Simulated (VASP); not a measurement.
Here is the system:

```
CELL_PARAMETERS angstrom
      4.40360     0.00000     0.00000
     -2.20180     3.81363     0.00000
      0.00000     0.00000     4.98735
ATOMIC_POSITIONS crystal
  Ta 0.33333 0.66667 0.93747
  Ta 0.66667 0.33333 0.43747
  Si 0.33333 0.66667 0.43753
  Si 0.66667 0.33333 0.93753
```

Calculation: PBE GGA, VASP's PBE PAW potentials (set 64) (plane waves; VASP). Settings: 400 eV cut-off, Gaussian smearing of 0.050 eV, potentials Ta_pv Si.

**Question.** Give the energies of bands 9 to 18 at the high-symmetry points, in eV from the Fermi level.

**Answer.** 
```
band      Γ      M      K      A      L      H
----  -----  -----  -----  -----  -----  -----
9     -2.77  -4.05  -3.18  -3.30  -5.08  -5.14
10    -2.77  -2.55  -2.72  -3.30  -5.08  -5.14
11    -2.58  -2.18  -2.72  -3.16  -2.44  -2.98
12    -2.48  -2.15  -2.28  -3.16  -2.44  -2.98
13    -2.48  -2.11  -2.20  -3.16  -2.39  -2.05
14    -1.09  -1.70  -2.20  -3.16  -2.39  -2.05
15    -1.09  -0.48  -1.09   1.50   0.03  -0.44
16    -0.14  -0.27   0.48   1.50   0.03  -0.44
17     1.73   0.87   1.11   1.50   0.92   1.92
18     1.73   1.05   1.21   1.50   0.92   1.92
```

It has no gap at this level: it comes out as a metal or semimetal.

The structure was generated: TaSi was put into the wurtzite type (P6_3mc), which need not be its known phase. It was relaxed first, which changed the volume by -39 %. The relaxed cell has space group P6_3/mmc.
